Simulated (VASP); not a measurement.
# HfN (Fm-3m) in VASP: optical spectrum with PBE

Aim: the optical spectrum of HfN with PBE.

Everything below comes from runs of VASP 6.6.1. Logs are shortened: lines on timing, memory, paths and dates and some standing lists are left out, and cuts for length are marked.

**1. The structure**

Symmetry: Fm-3m, No. 225, cubic system. The conventional cell has a = 4.525 Å, b = 4.525 Å, c = 4.525 Å, α = 90.00°, β = 90.00°, γ = 90.00°. Around Hf (site symmetry m-3m) lie 6 N at 2.26 Å. N (site symmetry m-3m) is surrounded by 6 Hf at 2.26 Å.

The cell was built by a generator and isn't the measured one.

**2. Optical spectrum, PBE**

File INCAR:

```
SYSTEM = HfN
  ALGO = Normal
  CSHIFT = 0.1
  EDIFF = 1E-6
  ENCUT = 520
  GGA = PE
  ISIF = 2
  ISMEAR = -1
  LASPH = .TRUE.
  LCHARG = .FALSE.
  LOPTICS = .TRUE.
  LREAL = .FALSE.
  LWAVE = .FALSE.
  NBANDS = 32
  NEDOS = 2000
  NELM = 100
  PREC = Accurate
  SIGMA = 0.05
```

File KPOINTS:

```
k-points
0
G
  8 8 8
  0 0 0
```

File POSCAR:

```
HfN
1.0
    0.0000000000      2.2625000000      2.2625000000
    2.2625000000      0.0000000000      2.2625000000
    2.2625000000      2.2625000000      0.0000000000
Hf N
1 1
Direct
    0.0000000000      0.0000000000      0.0000000000
    0.5000000000      0.5000000000      0.5000000000
```

Potentials or basis: VASP PAW PBE potentials, release 64 (Hf_pv, N).

Launch:

```
$ cat potpaw_PBE.64/Hf_pv/POTCAR potpaw_PBE.64/N/POTCAR > POTCAR
$ mpirun -np 1 vasp_std > vasp.out
```

OUTCAR:

```text
SYSTEM = HfN
   EDIFF = 1E-6
   ENCUT = 520
   GGA = PE
   ISIF = 2
   ISMEAR = -1
   LASPH = .TRUE.
   LREAL = .FALSE.
   NELM = 100
   PREC = Accurate

 ion  position               nearest neighbor table
   1  0.000  0.000  0.000-   2 2.26   2 2.26   2 2.26   2 2.26   2 2.26   2 2.26
   2  0.500  0.500  0.500-   1 2.26   1 2.26   1 2.26   1 2.26   1 2.26   1 2.26

  LATTYP: Found a face centered cubic cell.
 ALAT       =     4.5250000000

  Lattice vectors:

 A1 = (   0.0000000000,   2.2625000000,   2.2625000000)
 A2 = (   2.2625000000,   0.0000000000,   2.2625000000)
 A3 = (   2.2625000000,   2.2625000000,   0.0000000000)

Analysis of symmetry for initial positions (statically):
=====================================================================
 Subroutine PRICEL returns:
 Original cell was already a primitive cell.

 Routine SETGRP: Setting up the symmetry group for a
 face centered cubic supercell.

 Subroutine GETGRP returns: Found 48 space group operations
 (whereof 48 operations were pure point group operations)
 out of a pool of 48 trial point group operations.

The static configuration has the point symmetry O_h .

Analysis of symmetry for dynamics (positions and initial velocities):
=====================================================================
 Subroutine PRICEL returns:
 Original cell was already a primitive cell.

 Routine SETGRP: Setting up the symmetry group for a
 face centered cubic supercell.

 Subroutine GETGRP returns: Found 48 space group operations
[... 696 lines left out ...]
  Total        0.2833027      0.2833027      0.2833027      0.0000000      0.0000000      0.0000000
  in kB       19.5959173     19.5959173     19.5959173      0.0000000      0.0000000      0.0000000
  external PRESSURE =      19.5959173 kB  Pullay stress =       0.0000000 kB

 VOLUME and BASIS-vectors are now :
 -----------------------------------------------------------------------------
  energy-cutoff  :      520.00
  volume of cell :       23.16
      direct lattice vectors                 reciprocal lattice vectors
     0.000000000  2.262500000  2.262500000    -0.220994475  0.220994475  0.220994475
     2.262500000  0.000000000  2.262500000     0.220994475 -0.220994475  0.220994475
     2.262500000  2.262500000  0.000000000     0.220994475  0.220994475 -0.220994475

 POSITION                                       TOTAL-FORCE (eV/Angst)
 -----------------------------------------------------------------------------------
      0.00000      0.00000      0.00000        -0.000000     -0.000000     -0.000000
      2.26250      2.26250      2.26250         0.000000      0.000000      0.000000
 -----------------------------------------------------------------------------------
    total drift:                                0.000000     -0.000000     -0.000000

  FREE ENERGIE OF THE ION-ELECTRON SYSTEM (eV)
  ---------------------------------------------------
  free  energy   TOTEN  =       -21.7445527075 eV

  energy  without entropy=      -21.7377600734  energy(sigma->0) =      -21.74115639

 electrical conductivity sigma (Mega S m-1) (frequency dependency in vasprun.xml)
  --------------------------------------------------------------------------------------
       0.204      -0.000       0.000
       0.000       0.204       0.000
       0.000      -0.000       0.204

  frequency dependent IMAGINARY DIELECTRIC FUNCTION (independent particle, no local field effects) density-density
     E(ev)      X         Y         Z        XY        YZ        ZX
  --------------------------------------------------------------------------------------------------------------
     0.00000     0.00000     0.00000     0.00000     0.00000     0.00000     0.00000
     0.96540     2.59488     2.59488     2.59488     0.00000     0.00000     0.00000
     1.93081     0.39690     0.39690     0.39690     0.00000     0.00000     0.00000
     2.89621     1.38019     1.38019     1.38019    -0.00000    -0.00000     0.00000
     3.86161     3.48064     3.48064     3.48064     0.00000     0.00000    -0.00000
     4.82701     2.13273     2.13273     2.13273     0.00000     0.00000    -0.00000
[... 92 lines left out ...]
    94.60945     0.00029     0.00029     0.00029     0.00000     0.00000    -0.00000
    95.57485     0.00028     0.00028     0.00028     0.00000     0.00000    -0.00000

  frequency dependent      REAL DIELECTRIC FUNCTION (independent particle, no local field effects) density-density
     E(ev)        X           Y           Z          XY          YZ          ZX
  --------------------------------------------------------------------------------------------------------------
     0.00000   226.10210   226.10210   226.10210     0.00000     0.00000     0.00000
     0.96540    -4.99577    -4.99577    -4.99577    -0.00000    -0.00000     0.00000
     1.93081     4.08242     4.08242     4.08242    -0.00000    -0.00000     0.00000
     2.89621     6.20218     6.20218     6.20218    -0.00000    -0.00000     0.00000
     3.86161     8.61246     8.61246     8.61246     0.00000     0.00000    -0.00000
     4.82701     8.65781     8.65781     8.65781     0.00000    -0.00000    -0.00000
[... 92 lines left out ...]
    94.60945     0.88211     0.88211     0.88211    -0.00000    -0.00000     0.00000
    95.57485     0.88486     0.88486     0.88486    -0.00000    -0.00000     0.00000

  frequency dependent IMAGINARY DIELECTRIC FUNCTION (independent particle, no local field effects) current-current
     E(ev)      X         Y         Z        XY        YZ        ZX
  --------------------------------------------------------------------------------------------------------------
     0.00000   864.41251   864.41251   864.41251     0.00000     0.00000     0.00000
     0.96540     1.24355     1.24355     1.24355     0.00000     0.00000     0.00000
     1.93081     0.71525     0.71525     0.71525     0.00000     0.00000     0.00000
     2.89621     1.73357     1.73357     1.73357     0.00000     0.00000    -0.00000
     3.86161     3.91863     3.91863     3.91863     0.00000     0.00000     0.00000
     4.82701     2.46405     2.46405     2.46405     0.00000     0.00000    -0.00000
[... 92 lines left out ...]
    94.60945     0.00004     0.00004     0.00004     0.00000     0.00000     0.00000
    95.57485     0.00004     0.00004     0.00004     0.00000     0.00000     0.00000

  frequency dependent      REAL DIELECTRIC FUNCTION (independent particle, no local field effects) current-current
     E(ev)        X           Y           Z          XY          YZ          ZX
  --------------------------------------------------------------------------------------------------------------
     0.00000  -122.31093  -122.31093  -122.31093    -0.00000    -0.00000     0.00000
     0.96540    -1.46035    -1.46035    -1.46035    -0.00000    -0.00000    -0.00000
     1.93081     4.97650     4.97650     4.97650    -0.00000     0.00000     0.00000
     2.89621     6.49452     6.49452     6.49452    -0.00000    -0.00000     0.00000
     3.86161     8.62616     8.62616     8.62616     0.00000     0.00000    -0.00000
     4.82701     8.73073     8.73073     8.73073     0.00000     0.00000     0.00000
[... 92 lines left out ...]
    94.60945     0.88249     0.88249     0.88249    -0.00000    -0.00000    -0.00000
    95.57485     0.88523     0.88523     0.88523    -0.00000    -0.00000    -0.00000
```

OSZICAR:

```text
N       E                     dE             d eps       ncg     rms          rms(c)
DAV:   1     0.616586880049E+02    0.61659E+02   -0.59377E+03  1864   0.439E+02
DAV:   2    -0.224794928008E+02   -0.84138E+02   -0.78772E+02  2256   0.161E+02
DAV:   3    -0.247631278237E+02   -0.22836E+01   -0.22695E+01  2224   0.209E+01
DAV:   4    -0.247655329088E+02   -0.24051E-02   -0.24050E-02  2080   0.727E-01
DAV:   5    -0.247655348837E+02   -0.19749E-05   -0.19756E-05  2240   0.205E-02    0.486E+01
DAV:   6    -0.218806677170E+02    0.28849E+01   -0.34741E+00  2304   0.970E+00    0.453E+01
DAV:   7    -0.217766592088E+02    0.10401E+00   -0.13707E-01  2064   0.198E+00    0.267E+01
DAV:   8    -0.217455387364E+02    0.31120E-01   -0.55908E-02  2136   0.128E+00    0.113E+00
DAV:   9    -0.217446671533E+02    0.87158E-03   -0.23295E-03  2104   0.265E-01    0.542E-01
DAV:  10    -0.217445607682E+02    0.10639E-03   -0.41053E-04  2136   0.112E-01    0.227E-01
DAV:  11    -0.217445508418E+02    0.99264E-05   -0.16721E-05  2128   0.240E-02    0.340E-02
DAV:  12    -0.217445526686E+02   -0.18267E-05   -0.21605E-06  2176   0.682E-03    0.391E-03
DAV:  13    -0.217445527075E+02   -0.38874E-07   -0.28364E-08  1248   0.897E-04
   1 F= -.21744553E+02 E0= -.21741156E+02  d E =-.679263E-02
 imaginary and real dielectric function
```

Wall time 9.4 s (1 thread of Intel Xeon Platinum 8488C (Sapphire Rapids), shared host); peak memory 0.17 GiB.

Results:

* Free energy: -21.7446 eV
* Pressure: 2.0 GPa
* Band gap on the k mesh: none (metal or under the smearing width)

Dielectric function (mean over the directions given):
```csv
energy (eV),real part,imaginary part
0.29,-30.37,128.40
1.25,-0.16,1.15
2.32,5.28,0.33
3.38,7.08,0.66
4.34,6.85,2.31
5.41,10.85,5.34
6.47,7.09,7.42
7.53,5.19,6.99
8.50,2.16,5.17
9.56,0.69,6.80
10.62,0.82,6.59
11.68,-2.82,4.55
12.65,-1.74,1.15
13.71,-0.63,1.45
14.77,-0.39,1.14
15.83,-0.45,1.31
16.80,0.12,1.25
17.86,0.24,0.53
18.92,0.62,1.25
19.98,0.25,1.17
```

Caveat: spectra need much finer meshes, so this one isn't converged; independent-particle spectra lack excitons; the intraband (Drude) part of a metal's response may be missing. The run has no spin-orbit coupling, so splittings on Hf are missing.
